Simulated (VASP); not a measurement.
Given:

```yaml
crystal:
  lattice:
    - [5.21689, 0.00000, 0.00000]
    - [0.00000, 5.21689, 0.00000]
    - [0.00000, 0.00000, 5.21689]
  atoms:
    - { symbol: Nb, position: [0.25000, 0.00000, 0.50000] }
    - { symbol: Nb, position: [0.50000, 0.25000, 0.00000] }
    - { symbol: Nb, position: [0.50000, 0.75000, 0.00000] }
    - { symbol: Nb, position: [0.75000, 0.00000, 0.50000] }
    - { symbol: Nb, position: [0.00000, 0.50000, 0.75000] }
    - { symbol: Nb, position: [0.00000, 0.50000, 0.25000] }
    - { symbol: Sn, position: [0.50000, 0.50000, 0.50000] }
    - { symbol: Sn, position: [0.00000, 0.00000, 0.00000] }
```

These are LDA (Ceperley-Alder, Perdew-Zunger), VASP's LDA PAW potentials (set 64) (plane waves; VASP 6.6.1) values and carry that method's errors. Run with 400 eV cut-off, Gaussian smearing of 0.050 eV, potentials Nb_sv Sn_d.

Unless said otherwise, spin-orbit coupling is left out, though it shifts the bands of the heavy elements here.

Problem. What does the run give for the band gap (along the path) with the smallest direct gap where there is one?

Solution. 
```
Quantity                                                     Result
-------------------------  ----------------------------------------
band gap (along the path)  none (metal, semimetal or under 0.01 eV)
```

The compound is Nb3Sn in the A15 structure. It was relaxed first.
